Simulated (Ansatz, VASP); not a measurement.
**Rb3Sr in VASP and in Ansatz**

File INCAR:

```
SYSTEM = Rb3Sr
ALGO = Normal
EDIFF = 1E-7
ENCUT = 520
GGA = PE
ISIF = 2
ISMEAR = 0
LASPH = .TRUE.
LCHARG = .TRUE.
LELF = .TRUE.
LREAL = .FALSE.
LVHAR = .TRUE.
LWAVE = .FALSE.
NBANDS = 26
NELM = 100
PREC = Accurate
SIGMA = 0.1
```

KPOINTS

```
k-points
0
G
  6 6 6
  0 0 0
```

File POSCAR:

```
Rb3Sr
1.0
    7.1193331197      0.0000000000      0.0000000000
    0.0000000000      7.1193331197      0.0000000000
    0.0000000000      0.0000000000      7.1193331197
Rb Sr
3 1
Direct
    0.5000000000      0.0000000000      0.0000000000
    0.0000000000      0.5000000000      0.0000000000
    0.0000000000      0.0000000000      0.5000000000
    0.5000000000      0.5000000000      0.5000000000
```

Input for Ansatz:

```yaml
crystal:
  lattice:
    - [7.1193331197, 0.0, 0.0]
    - [0.0, 7.1193331197, 0.0]
    - [0.0, 0.0, 7.1193331197]
  atoms:
    - { symbol: Rb, position: [0.5, 0.0, 0.0] }
    - { symbol: Rb, position: [0.0, 0.5, 0.0] }
    - { symbol: Rb, position: [0.0, 0.0, 0.5] }
    - { symbol: Sr, position: [0.5, 0.5, 0.5] }
basis:
  ecutwfc: 420
kpoints:
  mp_grid: { grid: [6, 6, 6] }
hamiltonian:
  xc: pbe
scf:
  occupations: { method: gaussian, width: 0.1 }
output:
  forces: true
  stress: true
  eigenvalues: true
  populations: true
```

Alike in both runs: task single point; functional PBE; k mesh 6 × 6 × 6; occupations gaussian, width 0.1 eV; no spin polarisation.

|  | VASP | Ansatz |
| --- | --- | --- |
| version | VASP 6.6.1 | Ansatz 0.2.0 |
| potentials or method | VASP PAW PBE potentials, release 64 (Rb_sv, Sr_sv) | scalar-relativistic, plane waves, PAW |
| plane-wave cutoff (eV) | 520 | 420 |
| valence electrons in the cell | 37 | 37 |

|  | VASP | Ansatz | Ansatz less VASP |
| --- | --- | --- | --- |
| gap on the k mesh at the Fermi level (eV) | none | none | - |
| pressure (GPa) | -0.4 | -0.4 | 0.00 |

A gap of «none» marks a metal or a gap that the smearing closes.
